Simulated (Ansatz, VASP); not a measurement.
**Two plane-wave programs on Sc3ReBi**

```
Sc Re Bi
1.0
     5.22555    0.00000    0.00000
     0.00000    5.22555    0.00000
     0.00000    0.00000    5.22555
Sc Re Bi
3 1 1
Direct
  0.00000 0.50000 0.50000
  0.50000 0.00000 0.50000
  0.50000 0.50000 0.00000
  0.00000 0.00000 0.00000
  0.50000 0.50000 0.50000
```

Alike in both runs: functional r2SCAN; k mesh 4 × 4 × 4; occupations gaussian, width 0.1 eV; no spin polarisation.

Ansatz relaxed the structure, and its values are those at the end. VASP's run is a single point on that final structure, the one shown.

|  | VASP | Ansatz |
| --- | --- | --- |
| version | VASP 6.6.1 | Ansatz 0.2.0 |
| potentials or method | VASP PAW PBE potentials, release 64 (Sc_sv, Re, Bi_d) | scalar-relativistic, plane waves, PAW |
| plane-wave cutoff (eV) | 520 | 500 |
| valence electrons in the cell | 55 | 63 |

Ansatz gave:

```
gap on the k mesh at the Fermi level (eV) : none
pressure (GPa)                            : -0.1
```

Task: Which values does VASP return?

Result: gap on the k mesh at the Fermi level (eV): none; pressure (GPa): 0.2.

A gap of «none» marks a metal or a gap that the smearing closes. The functional is the same, so the differences come from potentials, cutoffs and numerics. The two sets of potentials don't hold the same shells in valence.

Caveats: the PAW data sets were made with another functional, which shifts forces and pressure a little (VASP); spin-orbit coupling is left out, which moves the levels of the heavy elements.
